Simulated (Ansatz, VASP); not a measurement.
# Ti2CO2 (Ti2CO2 MXene bilayer, AA) in two plane-wave programs, part 2 of 2

Aim: how closely do two programs agree when they are given the same cell, functional and k mesh? The structure shown is the start of the Ansatz relaxation below; VASP solves that cell, so the two are compared at the walk's first step.

VASP 6.6.1 and Ansatz 0.2.0.

So far: Set-up; Ansatz: relaxation, PBE with D3(BJ).

## Step 3: VASP: single point, PBE with D3(BJ), start cell

Level of this step: PBE with D3(BJ), no spin polarisation; plane waves and PAW (O, Ti_sv, C) (VASP).

The same cell, functional, mesh and smearing now go to VASP, with its own data sets.

Lines of VASP's logs that name or quote its potential files are left out, and so is its time.

The input, INCAR:

```
SYSTEM = Ti2CO2
PREC = Accurate
ENCUT = 520
EDIFF = 1E-06
NELM = 120
ISMEAR = -1
SIGMA = 0.05
LREAL = .FALSE.
ALGO = Normal
GGA = PE
IVDW = 12
NBANDS = 50
LASPH = .TRUE.
LORBIT = 11
LWAVE = .FALSE.
LCHARG = .FALSE.
ISIF = 2
LDIPOL = .TRUE.
IDIPOL = 3
DIPOL = 0.5 0.5 0.313
LVHAR = .TRUE.
GGA_COMPAT = .FALSE.
EFERMI = MIDGAP
NELMDL = -8
KPAR = 2
```

The input, POSCAR:

```
Ti2CO2
1.0
    3.1002400000      0.0000000000      0.0000000000
   -1.5501200000      2.6848870000      0.0000000000
    0.0000000000      0.0000000000     48.1722410000
O Ti C
4 4 2
Direct
    0.3333332092      0.6666664184      0.1868295893
    0.6666666046      0.3333332092      0.2832141440
    0.3333332092      0.6666664184      0.3434147894
    0.6666666046      0.3333332092      0.4397993442
    0.6666666046      0.3333332092      0.2096281549
    0.3333332092      0.6666664184      0.2604155783
    0.6666666046      0.3333332092      0.3662133551
    0.3333332092      0.6666664184      0.4170007785
    0.0000000000      0.0000000000      0.2350218666
    0.0000000000      0.0000000000      0.3916070668
```

The input, KPOINTS:

```
Automatic mesh
0
Gamma
12 12 1
0 0 0
```

Potentials, in the order of the species: O, Ti_sv and C (PBE family, release 64).

On the command line:

```bash
mpirun -np 2 vasp_std
```

Numbers of over 12 decimals in the logs are rounded to 6 here.

Log:

```text
[banner, memory and clock lines left out]
running    2 mpi-ranks, on    1 nodes
 distrk:  each k-point on    1 cores,    2 groups
 distr:  one band on    1 cores,    1 groups

 POSCAR found type information on POSCAR O TiC
 POSCAR found :  3 types and      10 ions
 LDA part: xc-table for (Slater+PW92), standard interpolation
 POSCAR, INCAR and KPOINTS ok, starting setup
 FFT: planning ... GRIDC
 FFT: planning ... GRID_SOFT
 FFT: planning ... GRID
 WAVECAR not read
 entering main loop
       N       E                     dE             d eps       ncg     rms          rms(c)
DAV:   1     0.998392838187E+03    0.99839E+03   -0.40237E+04  2252   0.147E+03
DAV:   2     0.618827652354E+02   -0.93651E+03   -0.90708E+03  2268   0.447E+02
DAV:   3    -0.101153643740E+03   -0.16304E+03   -0.15830E+03  2752   0.176E+02
DAV:   4    -0.116363752244E+03   -0.15210E+02   -0.15190E+02  2864   0.506E+01
DAV:   5    -0.117709524923E+03   -0.13458E+01   -0.13456E+01  3008   0.132E+01
DAV:   6    -0.117753392860E+03   -0.43868E-01   -0.43867E-01  2856   0.266E+00
DAV:   7    -0.117755566694E+03   -0.21738E-02   -0.21738E-02  2968   0.478E-01
DAV:   8    -0.117755608031E+03   -0.41337E-04   -0.41336E-04  2944   0.836E-02    0.370E+01
DAV:   9    -0.942444925825E+02    0.23511E+02   -0.23430E+02  2452   0.893E+01    0.247E+01
DAV:  10    -0.909648074158E+02    0.32797E+01   -0.92184E+01  2522   0.519E+01    0.120E+01
DAV:  11    -0.884881005376E+02    0.24767E+01   -0.97400E+00  2580   0.204E+01    0.410E+00
DAV:  12    -0.888418506194E+02   -0.35375E+00   -0.39909E+00  2886   0.101E+01    0.498E+00
DAV:  13    -0.885902230024E+02    0.25163E+00   -0.90621E-01  2718   0.670E+00    0.227E+00
DAV:  14    -0.885805176912E+02    0.97053E-02   -0.73888E-01  2740   0.520E+00    0.120E+00
[...]
DAV:  26    -0.885597231093E+02   -0.23304E-04   -0.32699E-06  1872   0.113E-02    0.156E-03
DAV:  27    -0.885597456641E+02   -0.22555E-04   -0.13935E-06  1492   0.596E-03    0.217E-03
DAV:  28    -0.885597678054E+02   -0.22141E-04   -0.10463E-06  1542   0.349E-03    0.223E-03
DAV:  29    -0.885597720750E+02   -0.42696E-05   -0.27121E-07  1306   0.346E-03    0.653E-04
DAV:  30    -0.885597759873E+02   -0.39123E-05   -0.38582E-07  1290   0.272E-03    0.101E-03
DAV:  31    -0.885597782005E+02   -0.22132E-05   -0.11505E-07  1258   0.181E-03    0.579E-04
DAV:  32    -0.885597793144E+02   -0.11139E-05   -0.55000E-08  1250   0.101E-03    0.280E-04
DAV:  33    -0.885597801382E+02   -0.82382E-06   -0.24390E-08  1244   0.760E-04
   1 F= -.90969881E+02 E0= -.90969093E+02  d E =-.157578E-02
```

Parts of OUTCAR (step 3):

```text
ion  position               nearest neighbor table
   1  0.333  0.667  0.187-   5 2.10   5 2.10   5 2.10
   2  0.667  0.333  0.283-   6 2.10   6 2.10   6 2.10
   3  0.333  0.667  0.343-   7 2.10   7 2.10   7 2.10
   4  0.667  0.333  0.440-   8 2.10   8 2.10   8 2.10
   5  0.667  0.333  0.210-   1 2.10   1 2.10   1 2.10   9 2.17   9 2.17   9 2.17
   6  0.333  0.667  0.260-   2 2.10   2 2.10   2 2.10   9 2.17   9 2.17   9 2.17
   7  0.667  0.333  0.366-   3 2.10   3 2.10   3 2.10  10 2.17  10 2.17  10 2.17
   8  0.333  0.667  0.417-   4 2.10   4 2.10   4 2.10  10 2.17  10 2.17  10 2.17
   9  0.000  0.000  0.235-   6 2.17   5 2.17   5 2.17   6 2.17   6 2.17   5 2.17
  10  0.000  0.000  0.392-   8 2.17   7 2.17   7 2.17   8 2.17   8 2.17   7 2.17

  LATTYP: Found a hexagonal cell.
 ALAT       =     3.1002400000
 C/A-ratio  =    15.5382296209

 Subroutine GETGRP returns: Found 12 space group operations
 (whereof  6 operations were pure point group operations)

The static configuration has the point symmetry C_3v.
 The point group associated with its full space group is D_3d.

 Found     19 irreducible k-points:

   k-points           NKPTS =     19   k-points in BZ     NKDIM =     19   number of bands    NBANDS=     50

   dimension x,y,z NGX =    24 NGY =   24 NGZ =  360
   dimension x,y,z NGXF=    48 NGYF=   48 NGZF=  720

   ENCUT  =  520.0 eV  38.22 Ry    6.18 a.u.   5.76  5.76 89.57*2*pi/ulx,y,z

   NELECT =      80.0000    total number of electrons

 k-points in reciprocal lattice and weights: Automatic mesh
   0.00000000  0.00000000  0.00000000       0.007
   0.08333333  0.00000000  0.00000000       0.042
   0.16666667  0.00000000  0.00000000       0.042
   0.25000000 -0.00000000  0.00000000       0.042
   0.33333333  0.00000000  0.00000000       0.042
   0.41666667 -0.00000000  0.00000000       0.042
   0.50000000 -0.00000000  0.00000000       0.021
   0.08333333  0.08333333  0.00000000       0.042
   0.16666667  0.08333333  0.00000000       0.083
[...]
0.33333333  0.25000000  0.00000000       0.083
   0.33333333  0.33333333  0.00000000       0.014

 dipolmoment           0.000000      0.000000     -0.000006 electrons x Angstroem

 average (electrostatic) potential at core
       1 -78.3985       2 -78.3996       3 -78.3996       4 -78.3986       5 -85.1391
       6 -85.1391       7 -85.1391       8 -85.1391       9 -57.2871      10 -57.2872

 E-fermi :  -3.6707

 k-point     1 :       0.0000    0.0000    0.0000
  band No.  band energies     occupation
    ...
     36      -4.0585      1.99914
     37      -3.8151      1.89448
     38      -3.8151      1.89448
     39      -3.8047      1.87171
     40      -3.8047      1.87171
     41      -2.8838      0.00000
     42      -2.8838      0.00000
     43      -2.8819      0.00000
     44      -2.8819      0.00000
     45      -2.1651      0.00000
    ...

 k-point     2 :       0.0833    0.0000    0.0000
  band No.  band energies     occupation
    ...
     36      -4.3996      2.00000
     37      -4.2329      1.99997
     38      -4.1525      1.99987
     39      -4.1422      1.99984
     40      -4.0111      1.99779
     41      -2.7705      0.00000
     42      -2.7563      0.00000
     43      -2.5740      0.00000
     44      -2.5685      0.00000
     45      -2.0605      0.00000
    ...

 k-point     3 :       0.1667    0.0000    0.0000
  band No.  band energies     occupation
    ...
     36      -5.4045      2.00000
     37      -4.6428      2.00000
     38      -4.6323      2.00000
     39      -4.2169      1.99996
     40      -4.1423      1.99984
     41      -2.9157      0.00000
     42      -2.8788      0.00000
     43      -2.2057      0.00000
     44      -2.1989      0.00000
     45      -1.6940      0.00000
    ...

 Edisp (eV)   -2.41010

  Total     -14.53125   -14.53125    -8.45594    -0.00000     0.00000    -0.00000
  in kB     -58.06244   -58.06246   -33.78736    -0.00000     0.00000    -0.00000
  external pressure =      -49.97 kB  Pullay stress =        0.00 kB

  energy-cutoff  :      520.00
  volume of cell :      400.98
      direct lattice vectors                 reciprocal lattice vectors
     3.100240000  0.000000000  0.000000000     0.322555673  0.186227577  0.000000000
    -1.550120000  2.684887000  0.000000000     0.000000000  0.372455154  0.000000000
     0.000000000  0.000000000 48.172241000     0.000000000  0.000000000  0.020758843

 POSITION                                       TOTAL-FORCE (eV/Angst)
 -----------------------------------------------------------------------------------
      0.00000      1.78992      9.00000         0.000000      0.000000      2.696710
      1.55012      0.89496     13.64306        -0.000000      0.000000     -2.684536
      0.00000      1.78992     16.54306         0.000000     -0.000000      2.684536
      1.55012      0.89496     21.18612        -0.000000      0.000000     -2.696710
      1.55012      0.89496     10.09826        -0.000000     -0.000000     -3.529112
      0.00000      1.78992     12.54480         0.000000      0.000000      3.623245
      1.55012      0.89496     17.64132         0.000000     -0.000000     -3.623245
      0.00000      1.78992     20.08786        -0.000000      0.000000      3.529112
      0.00000      0.00000     11.32153         0.000000      0.000000      0.007431
      0.00000      0.00000     18.86459         0.000000      0.000000     -0.007431
 -----------------------------------------------------------------------------------
    total drift:                               -0.000000      0.005786     -0.000395

  FREE ENERGIE OF THE ION-ELECTRON SYSTEM (eV)
  ---------------------------------------------------
  free  energy   TOTEN  =       -90.9698812564 eV

  energy  without entropy=      -90.9683054742  energy(sigma->0) =      -90.96909337

 vacuum level on the upper side and lower side of the slab         3.764         3.764

 total charge
# of ion       s       p       d       tot
------------------------------------------
    1        1.579   3.341   0.000   4.920
    2        1.579   3.341   0.000   4.920
    3        1.579   3.341   0.000   4.920
    4        1.579   3.341   0.000   4.920
    5        2.190   6.226   1.764  10.180
    6        2.190   6.226   1.764  10.180
    7        2.190   6.226   1.764  10.180
    8        2.190   6.226   1.764  10.180
    9        0.888   1.543   0.000   2.430
   10        0.888   1.543   0.000   2.430
--------------------------------------------------
tot         16.851  41.354   7.055  65.260

[... 3 further parts left out ...]
```

## Step 4: Comparison

Known differences besides the potentials themselves: Ansatz cuts the interaction across the vacuum, VASP repeats the sheet with a dipole correction; Ansatz takes its cutoff from its data sets, VASP runs at 520 eV. Total energies have different zeros and are not compared.

Forces (eV/Å; atoms numbered as in POSCAR):

| atom | Ansatz x, y, z | VASP x, y, z |
| --- | --- | --- |
| O1 | 0.000, 0.000, 2.739 | 0.000, 0.000, 2.697 |
| O2 | 0.000, 0.000, -2.726 | 0.000, 0.000, -2.685 |
| O3 | 0.000, 0.000, 2.726 | 0.000, 0.000, 2.685 |
| O4 | 0.000, 0.000, -2.739 | 0.000, 0.000, -2.697 |
| Ti5 | 0.000, 0.000, -3.551 | 0.000, 0.000, -3.529 |
| Ti6 | 0.000, 0.000, 3.645 | 0.000, 0.000, 3.623 |
| Ti7 | 0.000, 0.000, -3.645 | 0.000, 0.000, -3.623 |
| Ti8 | 0.000, 0.000, 3.551 | 0.000, 0.000, 3.529 |
| C9 | 0.000, 0.000, 0.008 | 0.000, 0.000, 0.007 |
| C10 | 0.000, 0.000, -0.008 | 0.000, 0.000, -0.007 |

The forces differ by 17 meV/Å r.m.s., which is 1.1 % of the r.m.s. force of 1.634 eV/Å (both taken over all components). With vacuum in the cell, a pressure given here is an average over mostly empty space and none of the material.

## Step 5: Results

```yaml
r_m_s_force_difference_single_point_pbe_with_d3_bj_start_cell: 1.1 % of the r.m.s. force
```

The r.m.s. force difference is 1.1 % of the r.m.s. force (single point, PBE with D3(BJ), start cell), within the 3 % picked in this series as the mark of a large difference. 1 further run of this series is not shown here. How closely two codes agree says nothing of how well the functional describes the real material.

[Lines on the potential files, build, host, timing and source positions are cut from VASP's logs without a mark.]

[Logs are printed without paths, hosts, clocks, repeated set-up lines and the standing remarks that a program may print on its own settings, such as how far it seeks lower states.]

[Hosts, paths, dates, database ids (printed as entryN), source tags and the programs' standing remarks are cut or masked in the printed files.]
